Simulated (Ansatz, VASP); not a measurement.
# C (Diamond) in two plane-wave programs

One calculation is typed for both programs; each brings its own data sets. How far apart do they land? The cell is taken from a series of runs on this material, whose earlier steps may have relaxed, scaled, displaced or heated it; both programs get it as it stands.

Method: plane waves, with VASP 6.6.1 beside it; zone-centre phonons at LDA, in Ansatz 0.2.0.

## 1. The starting structure

It takes space group Imma (No. 74, orthorhombic). The conventional cell has a = 2.397 Å, b = 2.498 Å, c = 3.551 Å, α = 90.00°, β = 90.00°, γ = 90.00°. Nearest to C lie 4 C at 1.50 to 1.53 Å.

Coordinates:

```cif
data_structure
_symmetry_space_group_name_H-M 'Imma'
_symmetry_Int_Tables_number 74
_cell_length_a 2.3972
_cell_length_b 2.4979
_cell_length_c 3.5509
_cell_angle_alpha 90.000
_cell_angle_beta 90.000
_cell_angle_gamma 90.000
_cell_volume 21.26
loop_
_atom_site_label
_atom_site_type_symbol
_atom_site_symmetry_multiplicity
_atom_site_Wyckoff_symbol
_atom_site_fract_x
_atom_site_fract_y
_atom_site_fract_z
_atom_site_occupancy
C1 C 4 e 0.50000 0.25000 0.12418 1
```

## 2. VASP: zone-centre phonons, LDA, pair 1

Second derivatives magnify differences that forces hide, and they need a tight electronic threshold.

Lines of VASP's logs that name or quote its potential files are left out, and so is its time.

File INCAR:

```
SYSTEM = C
PREC = Accurate
ENCUT = 600
EDIFF = 1E-08
NELM = 120
ISMEAR = 0
SIGMA = 0.01
LREAL = .FALSE.
ALGO = Normal
GGA = CA
NBANDS = 10
LORBIT = 11
LWAVE = .FALSE.
LCHARG = .FALSE.
ISIF = 2
IBRION = 8
LASPH = .TRUE.
GGA_COMPAT = .FALSE.
EFERMI = MIDGAP
KPAR = 2
```

File POSCAR:

```
C
1.0
   -0.0356047683      1.7307087223      1.7754655710
    1.7307087223     -0.0356047683      1.7754655710
    1.6951039539      1.6951039539      0.0000000000
C
2
Direct
    0.4991789898      0.4991789898      0.5008210102
    0.7508210102      0.7508210102      0.7491789898
```

File KPOINTS:

```
Automatic mesh
0
Gamma
12 12 12
0 0 0
```

PAW data sets: C (LDA family, release 64).

The run is started by

```
mpirun -np 2 vasp_std
```

Numbers of over 12 decimals in the logs are rounded to 6 here.

Log:

```text
[banner, memory and clock lines left out]
running    2 mpi-ranks, on    1 nodes
 distrk:  each k-point on    1 cores,    2 groups
 distr:  one band on    1 cores,    1 groups

 POSCAR found type information on POSCAR C
 POSCAR found :  1 types and       2 ions
 LDA part: xc-table for (Slater(with rela. corr.)+CA(PZ))
 , standard interpolation
 POSCAR, INCAR and KPOINTS ok, starting setup
 FFT: planning ... GRIDC
 FFT: planning ... GRID_SOFT
 FFT: planning ... GRID
 WAVECAR not read
 entering main loop
       N       E                     dE             d eps       ncg     rms          rms(c)
DAV:   1     0.443134188061E+00    0.44313E+00   -0.53725E+03  5800   0.870E+02
DAV:   2    -0.207399222234E+02   -0.21183E+02   -0.20550E+02  7648   0.138E+02
DAV:   3    -0.211284397602E+02   -0.38852E+00   -0.38754E+00  6640   0.152E+01
DAV:   4    -0.211292440520E+02   -0.80429E-03   -0.80425E-03  6202   0.817E-01
DAV:   5    -0.211292450191E+02   -0.96706E-06   -0.96706E-06  6440   0.279E-02    0.617E+00
DAV:   6    -0.204205575790E+02    0.70869E+00   -0.41132E-01  5854   0.479E+00    0.357E+00
DAV:   7    -0.201756956124E+02    0.24486E+00   -0.47953E-01  6134   0.519E+00    0.810E-01
DAV:   8    -0.201755854997E+02    0.11011E-03   -0.99091E-03  6092   0.912E-01    0.296E-02
DAV:   9    -0.201755695405E+02    0.15959E-04   -0.44807E-05  6364   0.575E-02    0.208E-02
DAV:  10    -0.201755707507E+02   -0.12102E-05   -0.26962E-06  6250   0.149E-02    0.490E-03
DAV:  11    -0.201755707382E+02    0.12480E-07   -0.14093E-07  6382   0.346E-03    0.800E-04
DAV:  12    -0.201755707255E+02    0.12767E-07   -0.93453E-09  4044   0.856E-04    0.344E-04
DAV:  13    -0.201755707251E+02    0.33117E-09   -0.50075E-10  3020   0.222E-04
   1 F= -.20175571E+02 E0= -.20175571E+02  d E =0.000000E+00
 Linear response reoptimize wavefunctions to high precision
DAV:   1    -0.201755707250E+02    0.10994E-09   -0.26042E-11  3222   0.520E-05
DAV:   2    -0.201755707250E+02   -0.22737E-12   -0.13384E-12  2956   0.115E-05
 Linear response DOF=           2
 Linear response progress:
  Degree of freedom:   1/  2
       N       E                     dE             d eps       ncg     rms          rms(c)
RMM:   1    -0.121939679850E+00   -0.12194E+00   -0.30885E-02 42710   0.208E+00
RMM:   2    -0.111402208652E+00    0.10537E-01   -0.18433E-03 26494   0.397E-01    0.198E-01
RMM:   3    -0.111590651698E+00   -0.18844E-03   -0.21780E-04 26359   0.119E-01    0.108E-01
RMM:   4    -0.112440681033E+00   -0.85003E-03   -0.25342E-04 26266   0.124E-01    0.137E-02
RMM:   5    -0.112404482257E+00    0.36199E-04   -0.22852E-06 28433   0.143E-02    0.109E-03
RMM:   6    -0.112405100581E+00   -0.61832E-06   -0.40953E-08 28602   0.867E-04    0.451E-04
RMM:   7    -0.112402445441E+00    0.26551E-05   -0.82699E-08 29509   0.382E-04    0.734E-05
RMM:   8    -0.112402397879E+00    0.47563E-07   -0.11665E-07 30338   0.487E-05    0.108E-05
RMM:   9    -0.112402269238E+00    0.12864E-06   -0.17538E-08 30071   0.227E-05    0.147E-06
RMM:  10    -0.112402266968E+00    0.22693E-08   -0.14458E-08 26707   0.106E-05    0.188E-07
 first order change of Fermi-energy   0.39932E-04
 force on displaced ion       1 direction 1 : -41.873  -3.001   0.001
 Linear response progress:
  Degree of freedom:   2/  2
       N       E                     dE             d eps       ncg     rms          rms(c)
RMM:   1    -0.120367499833E+00   -0.12037E+00   -0.12949E-02 13248   0.209E+00
RMM:   2    -0.111537355178E+00    0.88301E-02   -0.20187E-03  8560   0.395E-01    0.203E-01
RMM:   3    -0.111680574134E+00   -0.14322E-03   -0.24898E-04  8447   0.124E-01    0.110E-01
RMM:   4    -0.112518544486E+00   -0.83797E-03   -0.27005E-04  8343   0.126E-01    0.146E-02
RMM:   5    -0.112519614476E+00   -0.10700E-05   -0.24146E-06  9065   0.133E-02    0.626E-03
RMM:   6    -0.112497498195E+00    0.22116E-04   -0.13883E-07  8856   0.310E-03    0.406E-04
RMM:   7    -0.112496997973E+00    0.50022E-06    0.29576E-10  9354   0.268E-04    0.171E-04
RMM:   8    -0.112496188102E+00    0.80987E-06    0.69771E-10  9506   0.101E-04    0.206E-05
RMM:   9    -0.112496065052E+00    0.12305E-06    0.13055E-09  9706   0.230E-05    0.256E-06
RMM:  10    -0.112496072930E+00   -0.78782E-08    0.33436E-09  8700   0.116E-05    0.758E-07
 first order change of Fermi-energy  -0.83660E+01
 force on displaced ion       1 direction 3 :  -0.000  -0.000 -41.107
 Linear response finished
```

Parts of OUTCAR (step 2):

```text
ion  position               nearest neighbor table
   1  0.499  0.499  0.501-   2 1.50   2 1.50   2 1.53   2 1.53
   2  0.751  0.751  0.749-   1 1.50   1 1.50   1 1.53   1 1.53

  LATTYP: Found a body centered orthorhombic cell.
 ALAT       =     2.3972390012
 B/A-ratio  =     1.0420089497
 C/A-ratio  =     1.4812587064

 Subroutine GETGRP returns: Found  8 space group operations
 (whereof  4 operations were pure point group operations)

The static configuration has the point symmetry C_2v.
 The point group associated with its full space group is D_2h.

 Found    280 irreducible k-points:

   k-points           NKPTS =    280   k-points in BZ     NKDIM =    280   number of bands    NBANDS=     10

   dimension x,y,z NGX =    20 NGY =   20 NGZ =   20
   dimension x,y,z NGXF=    40 NGYF=   40 NGZF=   40

   ENCUT  =  600.0 eV  44.10 Ry    6.64 a.u.   4.95  4.95  4.79*2*pi/ulx,y,z

   NELECT =       8.0000    total number of electrons

 k-points in reciprocal lattice and weights: Automatic mesh
   0.00000000  0.00000000  0.00000000       0.001
   0.08333333  0.00000000  0.00000000       0.002
   0.16666667  0.00000000  0.00000000       0.002
   0.25000000  0.00000000  0.00000000       0.002
   0.33333333  0.00000000  0.00000000       0.002
   0.41666667  0.00000000  0.00000000       0.002
   0.50000000  0.00000000  0.00000000       0.001
   0.08333333  0.08333333  0.00000000       0.001
   0.16666667  0.08333333  0.00000000       0.002
[...]
0.25000000  0.25000000  0.50000000       0.001
  -0.25000000  0.25000000  0.50000000       0.001

 average (electrostatic) potential at core
       1 -48.5496       2 -48.5496

  Total        1.8665372      1.8665372      0.0734541      1.8023965      0.0000000      0.0000000
  in kB      281.2813004    281.2813004     11.0693060    271.6155022      0.0000000      0.0000000
  external PRESSURE =     191.2106356 kB  Pullay stress =       0.0000000 kB

  energy-cutoff  :      600.00
  volume of cell :       10.63
      direct lattice vectors                 reciprocal lattice vectors
    -0.035604768  1.730708722  1.775465571    -0.283075458  0.283075458  0.281616275
     1.730708722 -0.035604768  1.775465571     0.283075458 -0.283075458  0.281616275
     1.695103954  1.695103954  0.000000000     0.294967160  0.294967160 -0.281616275

 POSITION                                       TOTAL-FORCE (eV/Angst)
 -----------------------------------------------------------------------------------
      1.69510      1.69510      1.77255        -0.000000     -0.000000     -0.012826
      2.54266      2.54266      2.66611         0.000000      0.000000      0.012826
 -----------------------------------------------------------------------------------
    total drift:                                0.000000     -0.000000      0.000000

 Eigenvectors and eigenvalues of the dynamical matrix
 ----------------------------------------------------

   1 f  =   42.734322 THz   268.507662 2PiTHz 1425.463532 cm-1   176.734874 meV
             X         Y         Z           dx          dy          dz
      1.695104  1.695104  1.772550    -0.500000   -0.500000   -0.000000
      2.542656  2.542656  2.666114     0.500000    0.500000    0.000000

   2 f  =   40.901012 THz   256.988636 2PiTHz 1364.310898 cm-1   169.152917 meV
             X         Y         Z           dx          dy          dz
      1.695104  1.695104  1.772550    -0.000000   -0.000000    0.707107
      2.542656  2.542656  2.666114     0.000000    0.000000   -0.707107

   3 f  =   39.773697 THz   249.905506 2PiTHz 1326.707709 cm-1   164.490718 meV
             X         Y         Z           dx          dy          dz
      1.695104  1.695104  1.772550     0.500000   -0.500000   -0.000000
      2.542656  2.542656  2.666114    -0.500000    0.500000    0.000000

   4 f  =    0.000000 THz     0.000003 2PiTHz    0.000016 cm-1     0.000002 meV
             X         Y         Z           dx          dy          dz
      1.695104  1.695104  1.772550    -0.054926    0.701296    0.071884
      2.542656  2.542656  2.666114    -0.054926    0.701296    0.071884

   5 f/i=    0.000001 THz     0.000003 2PiTHz    0.000017 cm-1     0.000002 meV
             X         Y         Z           dx          dy          dz
      1.695104  1.695104  1.772550     0.704774    0.052923    0.022203
      2.542656  2.542656  2.666114     0.704774    0.052923    0.022203

   6 f/i=    0.000001 THz     0.000004 2PiTHz    0.000022 cm-1     0.000003 meV
             X         Y         Z           dx          dy          dz
      1.695104  1.695104  1.772550    -0.016641   -0.073372    0.703093
      2.542656  2.542656  2.666114    -0.016641   -0.073372    0.703093

 ELASTIC MODULI CONTR FROM IONIC RELAXATION (kBar)
 Direction    XX          YY          ZZ          XY          YZ          ZX
 --------------------------------------------------------------------------------
 XX         -10.9939    -10.9939    -17.2580    -37.7982     -0.0000     -0.0000
 YY         -10.9939    -10.9939    -17.2580    -37.7982     -0.0000     -0.0000
 ZZ         -17.2580    -17.2580    -27.0914    -59.3350     -0.0000     -0.0000
 XY         -37.7982    -37.7982    -59.3350   -129.9541     -0.0000     -0.0000
 YZ          -0.0000     -0.0000     -0.0000     -0.0000   -171.8503   -122.6529
 ZX          -0.0000     -0.0000     -0.0000     -0.0000   -122.6529   -171.8895
 --------------------------------------------------------------------------------
```

## 3. Ansatz: zone-centre phonons, LDA, pair 1

Ansatz runs on its PAW soft_1 files.

The same cell, functional (in two slightly different forms) and mesh now go to Ansatz, which takes its cutoff from its data sets.

File input.yaml:

```yaml
crystal:
  lattice:
    - [-0.0356047683, 1.7307087223, 1.775465571]
    - [1.7307087223, -0.0356047683, 1.775465571]
    - [1.6951039539, 1.6951039539, 0.0]
  atoms:
    - { symbol: C, position: [0.4991789898, 0.4991789898, 0.5008210102] }
    - { symbol: C, position: [0.7508210102, 0.7508210102, 0.7491789898] }
kpoints:
  mp_grid: { grid: [12, 12, 12] }
hamiltonian:
  xc: lda
  pseudopotentials: { kind: paw, azcp: { folder: soft_1 }, xc_functional: pbe }
scf:
  occupations: { method: fixed }
output:
  eigenvalues: true
phonons:
  method: dfpt
```

The run is started by

```
ansatz run input.yaml --threads 4 --pin off --max-ram 10240MiB --backend cpu --events-out ev --progress --plain --runs-dir out
```

Log:

```text
zone centre: on kpoints.mp_grid the ground state, and the responses unless they are solved on pairs of k-points, stand on 476 of the mesh's 1728 k-points, reduced under 2 symmetry operations, with k and −k counted as one. Each operation leaves every solved displacement unchanged or reverses it
Engine: ansatz 0.2.0, x86_64-unknown-linux-gnu
Pseudopotentials: kind: paw
Pseudopotential: C, paw, valence charge 4, recommended cutoff 420 eV (normal), soft_1/C.paw.azcp
Functional definition: SPW92
  exchange = slater_x
  correlation = pw_c
Crystal: 2 atoms, lattice volume = 10.632 Å³
Basis set: ecut = 420 eV, 181 PW (Γ), exchange–correlation on 40×40×40 points (8 copies of the dense FFT grid, shifted against one another)
Bands: 8, of which v1, the nominal top of the filled ones, is band 4 counted from 1 (3 counted from 0)
Symmetry: 8 space group operations
k-points: 476 of 1728 (irreducible under 2 space group operations, time reversal used)
Non-local potential: C, projectors of the file, l = 0: 2, l = 1: 2, l = 2: 1
PAW form: soft (Blöchl's): semilocal exchange-correlation on the pseudo side does not see the compensation charge
PAW frozen core: C, regenerated for the run's functional, and the local potential with it (the file was generated under x = pbe(κ = 0.804, μ = 0.219515), c = pbe(β = 0.066725))
PAW one-centre angular grid: C, 110 points (default); XC on 64 Gauss nodes
Initial density: superposition of atomic densities (chi_scale 0.1, normalization cell)
Initial wavefunctions: pseudopotential atomic-orbital guess
Functional: x = slater, c = lda
SCF iter   1: F=—  HF=-486.721645 eV  |F-HF|=—  |Δ(HF+E_count)|=         —  Δρ=1.56e-1  dr2=1.83e0  ethr=3.10e-3  ⟨swp⟩=3.9  Hψ=21936  notcnv=0  defer=858
preconditioner: auto → none  [insulator: Δε(μ)=4.768 eV  Ē_g=20.517 eV  n_scr=0 (ndim 8)  ℏωp=32.2 eV  f_vac=0.000  ε∞_Penn≈3.5]
SCF iter   2: F=—  HF=-486.004412 eV  |F-HF|=—  |Δ(HF+E_count)|=   7.17e-1  Δρ=5.86e-2  dr2=2.29e-1  ethr=3.10e-3  ⟨swp⟩=2.5  Hψ=10252  notcnv=0  defer=801
SCF iter   3: F=—  HF=-485.918613 eV  |F-HF|=—  |Δ(HF+E_count)|=   8.58e-2  Δρ=5.91e-3  dr2=1.08e-3  ethr=2.86e-3  ⟨swp⟩=2.7  Hψ=6664  notcnv=0  defer=895
SCF iter   4: F=—  HF=-485.918701 eV  |F-HF|=—  |Δ(HF+E_count)|=   8.75e-5  Δρ=1.16e-4  dr2=4.41e-7  ethr=1.35e-5  ⟨swp⟩=2.5  Hψ=5579  notcnv=0  defer=952
SCF iter   5: F=—  HF=-485.918704 eV  |F-HF|=—  |Δ(HF+E_count)|=   2.86e-6  Δρ=4.10e-5  dr2=3.90e-8  ethr=5.51e-9  ⟨swp⟩=2.1  Hψ=5349  notcnv=0  defer=364
SCF iter   6: F=—  HF=-485.918704 eV  |F-HF|=—  |Δ(HF+E_count)|=   1.01e-9  Δρ=5.98e-6  dr2=1.13e-9  ethr=4.88e-10  ⟨swp⟩=1.2  Hψ=4036  notcnv=0  defer=366
SCF iter   7: F=-485.918704 eV  HF=-485.918704 eV  |F-HF|=4.07e-11  |Δ(HF+E_count)|=  3.95e-10  Δρ=1.87e-6  dr2=9.98e-11  ethr=1.25e-12  ⟨swp⟩=7.6  Hψ=20664  notcnv=0
SCF 1 converged in 7 iterations: F = -485.918704 eV  dr2 = 9.98e-11
  greatest PAW one-centre occupation: 0.650 electrons in one spin orbital (limit 2), on the C atom at site 1 (counted from 0), in its partial waves of l = 0
DFPT response loops at Γ: preconditioner auto → none (the input reference at scf.mixing.eps_inf says where Resta's filter doesn't serve); β = 0.50; Broyden in place of MSR1
SCF converged after 7 iterations
Free energy (F): -485.918704 eV
Harris-Foulkes:  -485.918704 eV  (|F-HF|=4.07e-11)
Internal energy: -485.918704 eV  (E = F + TS)
E sigma→0 (E₀):  -485.918704 eV
Fermi energy:    14.584544 eV
--- Per-component energies (eV) ---
  E_band       = 39.842795
  E_kinetic    = 184.167711
  E_local      = -107.228743  (includes V_loc(G=0)·N_el)
  E_nonlocal   = 48.379577
  E_hartree    = 25.390881
  E_xc         = -95.831900
  E_vxc        = -118.733878  (∫ρ·V_xc dr)
  E_paw        = -185.394815  (= ΣΔE_a)
  E_vpaw       = -17.523689  (= ΣTr[D̂ρ^β])
  E_aug_tail   = 0.000038  (compensation charges beyond the density's cutoff)
  E_ewald      = -355.527117
  E_core_change = 0.125665  (= ΣΔE_core)
  E_smearing   = -0.000000  (= −TS)
  E_closure    = -0.000000  (closes the sum)
  Σ components = -485.918704   (vs F -485.918704, Δ=0.00e0)
--- Band table (eV; the first three rows and the last of 476) ---
  k-point 0: bands = ["-7.9326", "13.9828", "14.2991", "14.5845", "19.3378", "20.1540", "20.5107", "29.3612"]
  k-point 1: bands = ["-7.7260", "13.1382", "13.8592", "13.9282", "19.8453", "20.7013", "21.0423", "29.4452"]
  k-point 2: bands = ["-7.1078", "10.6483", "12.9784", "13.1642", "20.9283", "21.6814", "22.0241", "29.6657"]
  k-point 475: bands = ["0.7134", "1.1043", "7.3801", "8.3655", "18.6912", "20.5123", "31.7189", "31.8675"]
--- Phonons (Γ-DFPT): 2 representative perturbations + reference, on 476 of 1728 k-points (Σ response iterations 6) ---
  k mesh reduced under 2 symmetry operations, with k and −k counted as one. Each operation leaves every solved displacement unchanged or reverses it
  ASR residual: 6.923e-4 → 0.000e0 eV/Å²; symmetrization residual: 8.020e-10 eV/Å²
  ASR residual per site (eV/Å²): 6.92e-4 6.92e-4
  Γ frequencies (cm⁻¹): 0.00 0.00 0.00 1322.80 1360.17 1422.05
  non-analytic LO–TO correction: not included (Born effective charges unavailable; polar crystals: no LO–TO splitting at Γ)
```

## 4. Differences

Known differences besides the potentials themselves: the two LDA forms differ slightly; fixed occupations in Ansatz, narrow Gaussian smearing in VASP; the cutoff is 420 eV in Ansatz and 600 eV in VASP; VASP's log shows a relativistic correction to its local exchange, Ansatz's none. Total energies have different zeros and are not compared.

Both answers:

```tsv
quantity	Ansatz	VASP	difference
optical mode 1 (cm⁻¹)	1322.8	1326.7	-0.29 %
optical mode 2 (cm⁻¹)	1360.2	1364.3	-0.30 %
optical mode 3 (cm⁻¹)	1422.0	1425.5	-0.24 %
```

Modes are paired by rising frequency, not by their patterns, so a pair may set unlike modes beside each other; they are those without the splitting of longitudinal modes.

(Part 1 of 2 ends here.)

[Lines on the potential files, build, host, timing and source positions are cut from VASP's logs without a mark.]

[Logs are printed without paths, hosts, clocks, repeated set-up lines and the standing remarks that a program may print on its own settings, such as how far it seeks lower states.]

[Hosts, paths, dates, database ids (printed as entryN), source tags and the programs' standing remarks are cut or masked in the printed files.]
